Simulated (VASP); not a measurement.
Runs of VASP 6.6.1 on Sn. Symmetry: I4_1/amd, No. 141, tetragonal system. The conventional cell has a = 5.832 Å, b = 5.832 Å, c = 3.182 Å, α = 90.00°, β = 90.00°, γ = 90.00°. Sn (site symmetry -4m2) has 6 Sn at 3.02 to 3.18 Å as nearest neighbours. 

| task | level | potentials or basis | cell | k mesh | cutoff (eV) | mesh quality | gap on the mesh (eV) | pressure (GPa) | relaxed volume (Å³/atom) |
| --- | --- | --- | --- | --- | --- | --- | --- | --- | --- |
| relaxation of cell and atoms | PBEsol | VASP PAW PBE potentials, release 64 (Sn_d) | relaxed | 6 × 6 × 6 | 600 | coarse | none | 0.0 | 26.82 |
| relaxation of cell and atoms | PBEsol | VASP PAW PBE potentials, release 64 (Sn) | relaxed | 16 × 16 × 16 | 580 | not flagged | none | 0.0 | 26.91 |
| single point | PBEsol | VASP PAW PBE potentials, release 64 (Sn_d) | as given | 16 × 16 × 16 | 520 | not flagged | none | (a) | - |
| relaxation of cell and atoms | PBEsol | VASP PAW PBE potentials, release 64 (Sn_d) | relaxed | 16 × 16 × 16 | 480 | not flagged | none | 0.0 | (b) |
| relaxation of cell and atoms | PBEsol | VASP PAW PBE potentials, release 64 (Sn_d) | relaxed | 16 × 16 × 16 | 300 | not flagged | none | 0.0 | 26.62 |
| relaxation of cell and atoms | LDA | VASP PAW LDA potentials, release 64 (Sn_d) | relaxed | 16 × 16 × 16 | 600 | not flagged | none | 0.0 | 26.19 |
| relaxation of cell and atoms | PBE+D3(BJ) | VASP PAW PBE potentials, release 64 (Sn_d) | relaxed | 16 × 16 × 16 | 600 | not flagged | none | 0.0 | 27.19 |
| relaxation of cell and atoms | PBE | VASP PAW PBE potentials, release 64 (Sn_d) | relaxed | 16 × 16 × 16 | 600 | not flagged | none | 0.0 | (c) |
| relaxation of cell and atoms | PBEsol | VASP PAW PBE potentials, release 64 (Sn_d) | relaxed | 16 × 16 × 16 | 600 | not flagged | none | 0.0 | 26.86 |
| relaxation of cell and atoms | RPBE | VASP PAW PBE potentials, release 64 (Sn_d) | relaxed | 16 × 16 × 16 | 600 | not flagged | none | 0.0 | 29.26 |

Alike in all rows: no spin polarisation; smearing gaussian 0.1 eV.

Problem. Fill in the values left out.

Solution. (a) -0.4; (b) 26.85; (c) 28.38.

Caveats: some runs use coarse meshes; the PAW data sets were made with another functional, which shifts forces and pressure a little (some runs); pairwise dispersion overbinds metals, which lowers pressure and volume (some runs).

A k mesh can miss the band edges, and the runs leave out spin-orbit coupling on Sn.

A gap of «none» marks a metal or a gap under the smearing width.

Not every run made on this cell is shown here.
